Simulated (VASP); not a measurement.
A convergence study with VASP on ZnSe (zinc blende): one setting is varied, all else stays as given below, so the limit is that of these other settings.

```
ZnSe
1.0
    0.00000     2.83500     2.83500
    2.83500     0.00000     2.83500
    2.83500     2.83500     0.00000
Zn Se
1 1
Direct
  0.00000   0.00000   0.00000
  0.25000   0.25000   0.25000
```

These are PBE GGA, VASP's PBE PAW potentials (set 64) (plane waves; VASP) values and carry that method's errors. The tightest run used: 600 eV cut-off, 7×7×7 Γ-centred mesh, Gaussian smearing of 0.010 eV, potentials Zn Se.

### Question
The settings run are ENCUT = 200; ENCUT = 300; ENCUT = 400; ENCUT = 500; ENCUT = 600. From which on does the highest Γ mode stay within 5 cm⁻¹ of the tightest run?

### Answer
From ENCUT = 300 on: it is off by 0.5 there and by no more than 5 in any finer run, while ENCUT = 200 is off by 6.5.
```
setting      mean ε∞  highest Γ mode (cm⁻¹)  plane waves  difference judged (cm⁻¹)
-----------  -------  ---------------------  -----------  ------------------------
ENCUT = 200     8.09                  213.8          302                       6.5
ENCUT = 300     8.21                  206.8          548                       0.5
ENCUT = 400     8.20                  208.2          869                       0.9
ENCUT = 500     8.19                  208.7         1173                       1.4
ENCUT = 600     8.19                  207.2         1536                       0.0
```

Left out are rungs that failed or repeat a setting and relaxations that didn't move; long series are thinned to 24 rows.

The compound is ZnSe in the zinc blende structure. The cell was not relaxed at this level.
